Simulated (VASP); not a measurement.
Data:

```
Sn
1.0
   -2.94266     2.94266     1.59590
    2.94266    -2.94266     1.59590
    2.94266     2.94266    -1.59590
Sn
2
Direct
  0.25000   0.75000   0.50000
  0.00000   0.00000   0.00000
```

The numbers are results of PBEsol GGA, VASP's PBE PAW potentials (set 64) (plane waves; VASP), not measurements. Numerical set-up: 480 eV cut-off, 12×12×12 Γ-centred mesh, first-order Methfessel-Paxton smearing of 0.10 eV, potentials Sn_d.

Unless said otherwise, spin-orbit coupling is left out, though it shifts the bands of the heavy elements here.

Task: What does the run give for the energy per atom (σ→0), pressure, band gap (on the k-mesh) with the smallest direct gap where there is one?

Result: 
```
Property                                                     Value
------------------------  ----------------------------------------
band gap (on the k-mesh)  none (metal, semimetal or under 0.01 eV)
energy per atom (σ→0)                               -4.257 eV/atom
pressure                                                 -1.57 GPa
```

Total energies compare only between runs with the same potentials, cut-off and functional.

The compound is Sn in the beta structure. This cell was strained or had an atom moved on purpose.
